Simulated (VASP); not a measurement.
Given:

```xyz
5
Lattice="-2.1357 2.7978 4.1464 2.1357 -2.7978 4.1464 2.1357 2.7978 -4.1464" Properties=species:S:1:pos:R:3 pbc="T T T"
Y      0.0000     2.7978     1.6853
Y      2.1357     0.0000     2.4611
Ni     0.0000     1.1852     4.1464
Ni     2.1357     1.6127     0.0000
Sn     0.0000     0.0000     0.0000
```

These are PBEsol GGA, VASP's PBE PAW potentials (set 64) (plane waves; VASP) values and carry that method's errors. Run with 300 eV cut-off, 5×5×5 Γ-centred mesh, Fermi-Dirac smearing of 0.14 eV, potentials Y_sv Ni Sn_d.

At this cut-off the stress carries a Pulay error, which pulls relaxed volumes low. Unless said otherwise, spin-orbit coupling is left out, though it shifts the bands of the heavy elements here.

Task: Predict the energy per atom (σ→0), pressure, band gap (on the k-mesh) with the smallest direct gap where there is one.

Result: 
```json
{
  "band gap (on the k-mesh)": "none (metal, semimetal or under 0.01 eV)",
  "energy per atom (σ→0)": "-6.657 eV/atom",
  "pressure": "-2.91 GPa"
}
```

The absolute energy has meaning only against runs of the same code, potentials and settings.

The structure comes from a computed database's Y2Ni2Sn entry (Immm); how it stands against other phases isn't given here. The cell was not relaxed at this level. The k-mesh is coarse (spacing up to 0.37 per Å, 2π included), so the numbers may not be converged in it. The run is not spin-polarised, so no magnetic state was tried.
